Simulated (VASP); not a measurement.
Given:

```yaml
crystal:
  lattice:
    - [3.56460, 2.05802, 5.92740]
    - [-3.56460, 2.05802, 5.92740]
    - [0.00000, -4.11605, 5.92740]
  atoms:
    - { symbol: Sb, position: [0.34607, 0.34607, 0.34607] }
    - { symbol: Sb, position: [0.15393, 0.15393, 0.15393] }
    - { symbol: Sb, position: [0.65393, 0.65393, 0.65393] }
    - { symbol: Sb, position: [0.84607, 0.84607, 0.84607] }
    - { symbol: S, position: [0.52941, 0.97059, 0.25000] }
    - { symbol: S, position: [0.25000, 0.52941, 0.97059] }
    - { symbol: S, position: [0.97059, 0.25000, 0.52941] }
    - { symbol: S, position: [0.47059, 0.02941, 0.75000] }
    - { symbol: S, position: [0.75000, 0.47059, 0.02941] }
    - { symbol: S, position: [0.02941, 0.75000, 0.47059] }
```

All values below come from PBEsol GGA, VASP's PBE PAW potentials (set 64) (plane waves; VASP). Settings: 400 eV cut-off, Gaussian smearing of 0.050 eV, potentials Sb S.

Unless said otherwise, spin-orbit coupling is left out, though it shifts the bands of the heavy elements here.

### Question
Give the energies of bands 20 to 33 at the high-symmetry points, in eV from the valence-band maximum.

### Answer

| band | Γ | T | H2 | L | S0 | F |
|---|---|---|---|---|---|---|
| 20 | -2.53 | -3.68 | -3.04 | -3.45 | -2.71 | -2.79 |
| 21 | -2.53 | -2.04 | -2.51 | -2.68 | -2.60 | -2.24 |
| 22 | -2.19 | -2.04 | -2.51 | -2.68 | -2.42 | -2.20 |
| 23 | -2.19 | -2.04 | -1.96 | -1.87 | -1.95 | -2.16 |
| 24 | -2.05 | -2.04 | -1.96 | -1.87 | -1.87 | -1.96 |
| 25 | -2.05 | -1.72 | -1.26 | -1.24 | -1.71 | -1.91 |
| 26 | -1.86 | -1.72 | -1.26 | -1.24 | -1.32 | -1.44 |
| 27 | -0.22 | -0.70 | -0.96 | -0.92 | -0.93 | -0.72 |
| 28 | -0.04 | -0.70 | -0.96 | -0.92 | -0.92 | -0.68 |
| 29 | 0.76 | 1.45 | 0.96 | 1.73 | 0.88 | 0.64 |
| 30 | 0.76 | 1.45 | 0.96 | 1.73 | 1.27 | 1.12 |
| 31 | 1.33 | 2.30 | 1.81 | 1.86 | 1.73 | 1.42 |
| 32 | 1.33 | 2.30 | 1.81 | 1.86 | 1.92 | 1.65 |
| 33 | 2.45 | 2.30 | 2.28 | 2.31 | 2.13 | 2.02 |

The gap is indirect, 0.55 eV, from the valence maximum at Γ-T at 0.36 to the conduction minimum at F-Γ at 0.36.

The structure was generated: Sb2S3 was put into the corundum type (R-3c), which need not be its known phase. It was relaxed first, which changed the volume by +20 %.
